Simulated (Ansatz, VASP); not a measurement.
# BiN: VASP beside Ansatz

The input INCAR:

```
SYSTEM = BiN
ALGO     = Normal         ! electronic algorithm
EDIFF    = 1E-7           ! SCF threshold, eV
EDIFFG   = -0.01          ! ionic threshold
ENCUT    = 600            ! plane-wave cutoff, eV
GGA      = PE             ! functional
IBRION   = 2              ! ionic algorithm
ISIF     = 4              ! what is computed and relaxed
ISMEAR   = 0              ! smearing method
LASPH    = .TRUE.         ! aspherical terms in the spheres
LCHARG   = .FALSE.        ! write CHGCAR
LREAL    = .FALSE.        ! projectors in reciprocal space
LWAVE    = .FALSE.        ! write WAVECAR
NELM     = 80             ! most SCF steps
NSW      = 60             ! ionic steps
PREC     = Accurate       ! precision mode
SIGMA    = 0.05           ! smearing width, eV
```

Contents of KPOINTS:

```
k-points
0
G
  12 12 10
  0 0 0
```

Contents of POSCAR:

```
BiN
1.0
    3.4377860354      0.0000000000      0.0000000000
   -1.7188930177      2.9772100395      0.0000000000
    0.0000000000      0.0000000000      3.2293440449
Bi N
1 1
Direct
    0.0000000000      0.0000000000      0.0000000000
    0.6666666667      0.3333333333      0.5000000000
```

Input for Ansatz:

```yaml
crystal:
  lattice:
    - [3.4377860354, 0.0, 0.0]
    - [-1.7188930177, 2.9772100395, 0.0]
    - [0.0, 0.0, 3.2293440449]
  atoms:
    - { symbol: Bi, position: [0.0, 0.0, 0.0] }
    - { symbol: "N", position: [0.6666666667, 0.3333333333, 0.5] }
basis:
  ecutwfc: 420
  ecutrho_ratio: 4
kpoints:
  mp_grid: { grid: [12, 12, 10] }
hamiltonian:
  xc: pbe
scf:
  occupations: { method: gaussian, width: 0.05 }
output:
  forces: true
  stress: true
  eigenvalues: true
relax:
  f_tol: 0.01
  max_steps: 40
  cell: { stress_tol: 0.1, fix: [volume] }
```

Alike in both runs: task relaxation of shape and atoms at fixed volume; functional PBE; k mesh 12 × 12 × 10; occupations gaussian, width 0.05 eV; no spin polarisation.

```csv
,VASP,Ansatz
version,VASP 6.6.1,Ansatz 0.2.0
potentials or method,"VASP PAW PBE potentials, release 64 (Bi_d, N)","scalar-relativistic, plane waves, PAW"
plane-wave cutoff (eV),600,420
valence electrons in the cell,20,20
```

|  | VASP | Ansatz | Ansatz less VASP |
| --- | --- | --- | --- |
| gap on the k mesh at the Fermi level, each at its own relaxed structure (eV) | none | none | - |
| relaxed volume (Å³/atom) | 16.53 | 16.53 | 0.000 |
| relaxed cell length with the largest relative difference (Å) | 3.240 | 3.239 | -0.0014 |

A gap of «none» marks a metal or a gap that the smearing closes.

Caveats: spin-orbit coupling is left out, which moves the levels of the heavy elements.
